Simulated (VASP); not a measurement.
Given:

```
CELL_PARAMETERS angstrom
      4.13111     0.00000     0.00000
      0.00000     4.13111     0.00000
      0.00000     0.00000     4.13111
ATOMIC_POSITIONS crystal
  K  0.00000 0.00000 0.00000
  Ta 0.50000 0.50000 0.50000
  O  0.50000 0.00000 0.50000
  O  0.00000 0.50000 0.50000
  O  0.50000 0.50000 0.00000
```

These are revPBE GGA, VASP's PBE PAW potentials (set 64) (plane waves; VASP) values and carry that method's errors. Run with 520 eV cut-off, 6×6×6 Γ-centred mesh, Gaussian smearing of 0.050 eV, potentials K_sv Ta_pv O.

Unless said otherwise, spin-orbit coupling is left out, though it shifts the bands of the heavy elements here.

Q: What does the run give for the energy per atom (σ→0), pressure, band gap (on the k-mesh) with the smallest direct gap where there is one?

A: 
```yaml
band gap (on the k-mesh): 1.97 eV
smallest direct gap (on the k-mesh): 2.60 eV
energy per atom (σ→0): -7.847 eV/atom
pressure: -9.22 GPa
```

The compound is KTaO3 in the cubic perovskite structure. This cell is one point of a volume scan, at 1.06 of the reference volume.
